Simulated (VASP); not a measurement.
# Na2Pd3 (Pm-3m) in VASP: further runs, part 2 of 2

VASP 6.6.1. Earlier steps stand in the parts before.

## (6) Single point, PBE (random cell by space group and Wyckoff sites (Pm-3m, No. 221))

The input, INCAR:

```
PREC = Accurate
ENCUT = 520
EDIFF = 1E-6
ISMEAR = 0
SIGMA = 0.1
LREAL = False
LASPH = True
NELM = 60
ALGO = Fast
ISIF = 2
LWAVE = False
LCHARG = True
GGA = PE
LELF = True
LVHAR = True
NBANDS = 30
```

The input, KPOINTS:

```
Automatic mesh
0
Gamma
  4 4 4
```

The input, POSCAR:

```
Na2Pd3
1.0
    4.6418307800      0.0000000000      0.0000000000
    0.0000000000      4.6418307800      0.0000000000
    0.0000000000      0.0000000000      4.6418307800
Na Pd
2 3
Direct
    0.5000000000      0.5000000000      0.5000000000
    0.0000000000      0.0000000000      0.0000000000
    0.5000000000      0.0000000000      0.0000000000
    0.0000000000      0.5000000000      0.0000000000
    0.0000000000      0.0000000000      0.5000000000
```

Potentials or basis: VASP PAW PBE potentials, release 64 (Na_pv, Pd).

The run is started by

```
> cat potpaw_PBE.64/Na_pv/POTCAR potpaw_PBE.64/Pd/POTCAR > POTCAR
> mpirun -np 1 vasp_std > vasp.out
```

OUTCAR:

```text
PREC = Accurate
   ENCUT = 520
   EDIFF = 1E-6
   ISMEAR = 0
   LREAL = False
   LASPH = True
   NELM = 60
   ISIF = 2
   GGA = PE

 ion  position               nearest neighbor table
   1  0.500  0.500  0.500-
   2  0.000  0.000  0.000-   3 2.32   4 2.32   5 2.32   5 2.32   4 2.32   3 2.32
   3  0.500  0.000  0.000-   2 2.32   2 2.32   5 3.28   5 3.28   4 3.28   4 3.28   4 3.28   5 3.28
                             5 3.28   4 3.28
   4  0.000  0.500  0.000-   2 2.32   2 2.32   5 3.28   5 3.28   3 3.28   3 3.28   5 3.28   5 3.28
                             3 3.28   3 3.28
   5  0.000  0.000  0.500-   2 2.32   2 2.32   4 3.28   3 3.28   3 3.28   4 3.28   4 3.28   4 3.28
                             3 3.28   3 3.28

  LATTYP: Found a simple cubic cell.
 ALAT       =     4.6418307800

  Lattice vectors:

 A1 = (   4.6418307800,   0.0000000000,   0.0000000000)
 A2 = (   0.0000000000,   4.6418307800,   0.0000000000)
 A3 = (   0.0000000000,   0.0000000000,   4.6418307800)

Analysis of symmetry for initial positions (statically):
=====================================================================
 Subroutine PRICEL returns:
 Original cell was already a primitive cell.

 Routine SETGRP: Setting up the symmetry group for a
 simple cubic supercell.

 Subroutine GETGRP returns: Found 48 space group operations
 (whereof 48 operations were pure point group operations)
 out of a pool of 48 trial point group operations.

The static configuration has the point symmetry O_h .

Analysis of symmetry for dynamics (positions and initial velocities):
=====================================================================
 Subroutine PRICEL returns:
 Original cell was already a primitive cell.

 Routine SETGRP: Setting up the symmetry group for a
 simple cubic supercell.

 Subroutine GETGRP returns: Found 48 space group operations
 (whereof 48 operations were pure point group operations)
 out of a pool of 48 trial point group operations.
[... 113 lines left out ...]
  volume/ion in A,a.u.               =      20.00       134.99
  Fermi-wavevector in a.u.,A,eV,Ry     =   1.245097  2.352892 21.092647  1.550266
  Thomas-Fermi vector in A             =   2.379334
   LORBIT       =      0    0 simple, 1 ext, 2 COOP (PROOUT), +10 PAW based schemes
   GGA     = PE    functional components
   LHFCALC =     F    Hartree Fock is set to
   AEXX    =    0.0000 exact exchange contribution
   IVDW    =     0    specifies the selected vdW correction
   LEPSILON=     F    determine dielectric tensor
   LRPA    =     F    only Hartree local field effects (RPA)
 non-spin polarized calculation
 RMM-DIIS sequential band-by-band and
 Gauss-broadening in eV      SIGMA  =   0.10
  energy-cutoff  :      520.00
  volume of cell :      100.02
 maximum number of plane-waves:      2730
 NGX is ok and might be reduce to    36
   NGX = 17   NGY = 17   NGZ = 17

 number of electron      44.0000051 magnetization

 Free energy of the ion-electron system (eV)
  ---------------------------------------------------
  ext. energy  EPLUGINS =         0.00000000
  ---------------------------------------------------
  free energy    TOTEN  =       -14.53385525 eV

  energy without entropy =      -14.50809881  energy(sigma->0) =      -14.52097703

 E-fermi :   3.4507     XC(G=0):  -9.9602

 val. band max:        3.4009257575   @ k =   0.2500   0.2500   0.2500
 cond. band min:       3.4833000770   @ k =   0.0000   0.0000   0.0000
 fundamental gap:      0.0823743196
 Fermi energy:         3.4507203627

 k-point     1 :       0.0000    0.0000    0.0000
  band No.  band energies     occupation
      1     -19.5078      2.00000
      2     -19.5078      2.00000
      3     -19.5078      2.00000
      4     -19.3263      2.00000
      5     -19.3263      2.00000
      6     -19.3263      2.00000
[... 319 lines left out ...]
     29       9.7946      0.00000
     30      16.8645      0.00000

------------------------ aborting loop because EDIFF is reached ----------------------------------------

  FORCE on cell =-STRESS in cart. coord.  units (eV):
  Direction    XX          YY          ZZ          XY          YZ          ZX
  --------------------------------------------------------------------------------------
  -------------------------------------------------------------------------------------
  Total        3.5199204      3.5199204      3.5199204      0.0000000     -0.0000000      0.0000000
  in kB       56.3865490     56.3865490     56.3865490      0.0000000     -0.0000000      0.0000000
  external PRESSURE =      56.3865490 kB  Pullay stress =       0.0000000 kB

 VOLUME and BASIS-vectors are now :
 -----------------------------------------------------------------------------
  energy-cutoff  :      520.00
  volume of cell :      100.02
      direct lattice vectors                 reciprocal lattice vectors
     4.641830780  0.000000000  0.000000000     0.215432239  0.000000000  0.000000000
     0.000000000  4.641830780  0.000000000     0.000000000  0.215432239  0.000000000
     0.000000000  0.000000000  4.641830780     0.000000000  0.000000000  0.215432239

 POSITION                                       TOTAL-FORCE (eV/Angst)
 -----------------------------------------------------------------------------------
      2.32092      2.32092      2.32092         0.000000      0.000000      0.000000
      0.00000      0.00000      0.00000         0.000000      0.000000      0.000000
      2.32092      0.00000      0.00000         0.000000      0.000000      0.000000
      0.00000      2.32092      0.00000         0.000000      0.000000      0.000000
      0.00000      0.00000      2.32092         0.000000      0.000000      0.000000
 -----------------------------------------------------------------------------------
    total drift:                                0.000000      0.000000     -0.000000

  FREE ENERGIE OF THE ION-ELECTRON SYSTEM (eV)
  ---------------------------------------------------
  free  energy   TOTEN  =       -14.5338552474 eV

  energy  without entropy=      -14.5080988106  energy(sigma->0) =      -14.52097703
```

Wall time 13 s (1 thread of Intel Xeon 6975P-C (Granite Rapids), shared host); peak memory 0.2 GiB.

What came out:

| Item | Value |
| --- | --- |
| Free energy | -14.5339 eV |
| Pressure | 5.6 GPa |
| Band gap on the k mesh | none (metal or under the smearing width) |

Levels at points of the mesh, in eV from the Fermi level:
```csv
k point,band 18,band 19,band 20,band 21,band 22,band 23,band 24,band 25,band 26,band 27
"(0.00, 0.00, 0.00)",-0.72,-0.06,-0.06,-0.06,0.03,3.11,3.11,3.11,5.06,5.06
"(0.50, 0.00, 0.00)",-0.87,-0.77,-0.69,-0.69,-0.44,-0.06,5.22,5.22,5.65,6.72
"(0.50, 0.50, 0.00)",-0.95,-0.77,-0.76,-0.45,-0.05,1.31,1.31,1.53,7.33,7.33
"(0.50, 0.50, 0.50)",-0.48,-0.09,-0.09,-0.09,1.82,1.82,1.82,1.89,3.13,3.13
```

## (7) The runs side by side

| task | cell | k mesh | cutoff (eV) | gap on the mesh (eV) | pressure (GPa) |
| --- | --- | --- | --- | --- | --- |
| single point | random cell by space group and Wyckoff sites (Pm-3m, No. 221) | 8 × 8 × 8 | 520 | none | 0.0 |
| relaxation of cell and atoms | relaxed from: random cell by space group and Wyckoff sites (Pm-3m, No. 221) | 8 × 8 × 8 | 600 | none | 0.0 |
| single point | random cell by space group and Wyckoff sites (Pm-3m, No. 221) | 4 × 4 × 4 | 520 | none | 5.6 |
| relaxation of cell and atoms | relaxed from: random cell by space group and Wyckoff sites (Pm-3m, No. 221) | 4 × 4 × 4 | 600 | none | -0.1 |

Alike in all rows: level PBE; potentials or basis VASP PAW PBE potentials, release 64 (Na_pv, Pd); no spin polarisation; smearing gaussian 0.1 eV.

Caveats: the relaxation stopped at its first step, so nothing moved (some runs).

Absolute energies hang on the potentials; compare differences alone.
